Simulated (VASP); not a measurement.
OSZICAR of a VASP run on CuI (zinc blende):

File OSZICAR:
```
       N       E                     dE             d eps       ncg     rms          rms(c)
DAV:   1     0.127301897174E+03    0.12730E+03   -0.83489E+03   759   0.156E+03
DAV:   2     0.246823916486E+02   -0.10262E+03   -0.96236E+02   784   0.269E+02
DAV:   3     0.174563308766E+02   -0.72261E+01   -0.71396E+01  1012   0.859E+01
DAV:   4     0.172253756492E+02   -0.23096E+00   -0.23081E+00   888   0.134E+01
DAV:   5     0.172162855884E+02   -0.90901E-02   -0.90898E-02  1117   0.276E+00    0.754E+00
DAV:   6     0.186268321282E+02    0.14105E+01   -0.19410E+01   824   0.116E+02    0.563E+00
DAV:   7     0.192874230832E+02    0.66059E+00   -0.32388E+00   769   0.670E+01    0.180E+00
DAV:   8     0.192850094528E+02   -0.24136E-02   -0.33503E-01  1116   0.128E+01    0.857E-01
DAV:   9     0.192893729173E+02    0.43635E-02   -0.23971E-02  1135   0.373E+00    0.266E-01
DAV:  10     0.192871069104E+02   -0.22660E-02   -0.33768E-02   904   0.428E+00    0.232E-01
DAV:  11     0.192856148806E+02   -0.14920E-02   -0.44329E-02   774   0.637E+00    0.313E-01
DAV:  12     0.192865290987E+02    0.91422E-03   -0.31998E-02   869   0.560E+00    0.189E-01
DAV:  13     0.192854177992E+02   -0.11113E-02   -0.20998E-03  1115   0.152E+00    0.883E-02
DAV:  14     0.192855879329E+02    0.17013E-03   -0.55717E-04   956   0.634E-01    0.290E-02
DAV:  15     0.192855077572E+02   -0.80176E-04   -0.14610E-04   917   0.282E-01    0.147E-02
DAV:  16     0.192855167966E+02    0.90394E-05   -0.28144E-05   839   0.881E-02    0.136E-02
DAV:  17     0.192855077412E+02   -0.90553E-05   -0.14772E-05   937   0.840E-02    0.715E-03
DAV:  18     0.192855091361E+02    0.13949E-05   -0.80928E-06   962   0.848E-02    0.295E-03
DAV:  19     0.192855093833E+02    0.24716E-06   -0.72318E-07   844   0.129E-02    0.207E-03
DAV:  20     0.192855090166E+02   -0.36667E-06   -0.14577E-07   562   0.992E-03    0.216E-04
DAV:  21     0.192855090413E+02    0.24685E-07   -0.35691E-08   442   0.279E-03
   1 F= 0.19285509E+02 E0= 0.19285509E+02  d E =-.729567E-13
```

Problem. Which electronic solver shows in the log?

Solution. It is blocked Davidson (ALGO = Normal, or the opening steps of other solvers). The INCAR had ALGO = Normal.

Problem. Can the final energy be trusted as converged?

Solution. The calculation finished and met its thresholds. It stopped with EDIFF = 1E-7, NELM = 100 (revTPSS meta-GGA, plane waves, VASP's PBE PAW potentials (set 64)).

The compound is CuI in the zinc blende structure. It was relaxed first.
